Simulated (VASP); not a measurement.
Level of theory: PBEsol GGA, VASP's PBE PAW potentials (set 64) (plane waves; VASP).

Input for VASP

POSCAR:
```
MnC
1
    2.6408492232    -0.0000000000     0.0000000000
   -1.3204246117     2.2870425501    -0.0000000000
    0.0000000000     0.0000000000     5.0951730222
Mn C
2 2
Direct
  0.0000000000   0.0000000000   0.0000000000
  0.0000000000   0.0000000000   0.5000000000
  0.3333330000   0.6666670000   0.2500000000
  0.6666670000   0.3333330000   0.7500000000
```

### INCAR
```
ALGO  =  Normal
EDIFF  =  1E-7
ENCUT  =  520
GGA  =  PS
ICHARG  =  11
ISMEAR  =  0
LASPH  =  .True.
LCHARG  =  .False.
LMAXMIX  =  4
LORBIT  =  11
LREAL  =  .False.
LWAVE  =  .False.
NELM  =  100
PREC  =  Accurate
SIGMA  =  0.05
SYSTEM  =  MnC
```

### KPOINTS
```
k-points along high-symmetry lines
10
Line-mode
Reciprocal
  0.000000   0.000000   0.000000 ! GAMMA
  0.500000   0.000000   0.000000 ! M

  0.500000   0.000000   0.000000 ! M
  0.333333   0.333333   0.000000 ! K

  0.333333   0.333333   0.000000 ! K
  0.000000   0.000000   0.000000 ! GAMMA

  0.000000   0.000000   0.000000 ! GAMMA
  0.000000   0.000000   0.500000 ! A

  0.000000   0.000000   0.500000 ! A
  0.500000   0.000000   0.500000 ! L

  0.500000   0.000000   0.500000 ! L
  0.333333   0.333333   0.500000 ! H

  0.333333   0.333333   0.500000 ! H
  0.000000   0.000000   0.500000 ! A

  0.500000   0.000000   0.500000 ! L
  0.500000   0.000000   0.000000 ! M

  0.333333   0.333333   0.500000 ! H
  0.333333   0.333333   0.000000 ! K
```

POTCAR, in this order: Mn_pv C (PBE.64 set). Program: vasp_std. Read from the step before: CHGCAR.

What VASP printed:

### OSZICAR
```
       N       E                     dE             d eps       ncg     rms          rms(c)
DAV:   1     0.327591048407E+03    0.32759E+03   -0.20214E+04  3868   0.215E+03
DAV:   2    -0.169093273362E+02   -0.34450E+03   -0.33440E+03  3845   0.539E+02
DAV:   3    -0.374836148224E+02   -0.20574E+02   -0.20082E+02  4718   0.134E+02
DAV:   4    -0.379885139828E+02   -0.50490E+00   -0.48003E+00  4348   0.187E+01
DAV:   5    -0.380029290720E+02   -0.14415E-01   -0.14409E-01  4235   0.294E+00
DAV:   6    -0.380034187081E+02   -0.48964E-03   -0.48962E-03  4286   0.511E-01
DAV:   7    -0.380034341938E+02   -0.15486E-04   -0.15485E-04  4553   0.964E-02
DAV:   8    -0.380034349363E+02   -0.74241E-06   -0.74336E-06  4043   0.188E-02
DAV:   9    -0.380034349678E+02   -0.31553E-07   -0.31909E-07  3184   0.411E-03
   1 F= -.38003435E+02 E0= -.38001112E+02  d E =-.464679E-02
```

File OUTCAR:
```
 val. band max:       11.3366802902   @ k =   0.0000   0.0000   0.0556

 cond. band min:      11.3540149983   @ k =   0.0370   0.0370   0.0000



 k-point     1 :       0.0000    0.0000    0.0000
  band No.  band energies     occupation
      1     -37.4657      2.00000
      2     -37.0979      2.00000
      3     -36.9793      2.00000
      4     -36.9793      2.00000
      5     -36.9454      2.00000
      6     -36.9454      2.00000
      7      -4.2131      2.00000
      8      -0.7268      2.00000
      9       2.6848      2.00000
     10       7.2674      2.00000
     11       7.2674      2.00000
     12       7.3089      2.00000
     13       9.6300      2.00000
     14       9.6300      2.00000
     15       9.9278      2.00000
     16       9.9278      2.00000
     17      11.0810      2.00000
     18      11.3676      0.61494
     19      11.3676      0.61479
     20      12.4451      0.00000
     21      13.4616      0.00000

 k-point     2 :       0.0556    0.0000    0.0000
  band No.  band energies     occupation
      1     -37.4635      2.00000
      2     -37.0964      2.00000
      3     -36.9905      2.00000
      4     -36.9819      2.00000
      5     -36.9559      2.00000
      6     -36.9478      2.00000
      7      -4.1322      2.00000
      8      -0.7107      2.00000
      9       2.7772      2.00000
     10       7.2081      2.00000
     11       7.2915      2.00000
     12       7.3294      2.00000
     13       9.3151      2.00000
     14       9.6853      2.00000
     15       9.8061      2.00000
     16       9.8478      2.00000
     17      10.7898      2.00000
     18      11.3578      0.82062
     19      11.9848      0.00000
     20      12.4487      0.00000
     21      13.4029      0.00000

 k-point     3 :       0.1111    0.0000    0.0000
  band No.  band energies     occupation
      1     -37.4571      2.00000
      2     -37.0922      2.00000
      3     -37.0224      2.00000
      4     -36.9893      2.00000
...
```

The density is held fixed in this step, so its total energy and stress have no physical meaning.

The structure was generated: MnC was put into the NiAs type type (P6_3/mmc), which need not be its known phase. It was relaxed first, which changed the volume by -36 %. The run is not spin-polarised, so no magnetic state was tried.
